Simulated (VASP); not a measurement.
Crystal: K.

```
CELL_PARAMETERS angstrom
-2.61800 2.61800 2.61800
2.61800 -2.61800 2.61800
2.61800 2.61800 -2.61800
ATOMIC_POSITIONS crystal
K 0.00000 0.00000 0.00000
```

- Program: VASP 6.6.1
- Task: relaxation of cell and atoms
- Functional: RPBE
- Potentials or basis: VASP PAW PBE potentials, release 64 (K_sv)
- Cutoff: 600 eV
- k mesh: 12 × 12 × 12
- Occupations: gaussian, width 0.1 eV
- Spin: no spin polarisation

At the start: pressure 0.4 GPa; volume 71.77 Å³/atom.

**Question.** Where does the relaxation end?

**Answer.** Over 4 steps the energy falls by 10.8 meV/atom and the volume is 80.27 Å³/atom (+11.8 %); space group Im-3m (No. 229, to 0.05 Å).

Step by step:
| step | energy change (eV) | largest force (eV/Å) | pressure (GPa) | volume (Å³) |
| --- | --- | --- | --- | --- |
| 1 | 0.0000 | 0.0000 | 0.44 | 71.77 |
| 2 | -0.0049 | 0.0000 | 0.31 | 73.85 |
| 3 | -0.0107 | 0.0000 | 0.03 | 79.64 |
| 4 | -0.0108 | 0.0000 | 0.00 | 80.27 |

Final structure:
```
K
1.0
    -2.71745    2.71745    2.71745
     2.71745   -2.71745    2.71745
     2.71745    2.71745   -2.71745
K
1
Direct
  0.00000 0.00000 0.00000
```

Caveat: the PAW data sets were made with another functional, which shifts forces and pressure a little; the volume moved by +12 % from the deposited cell, more than functionals usually miss.
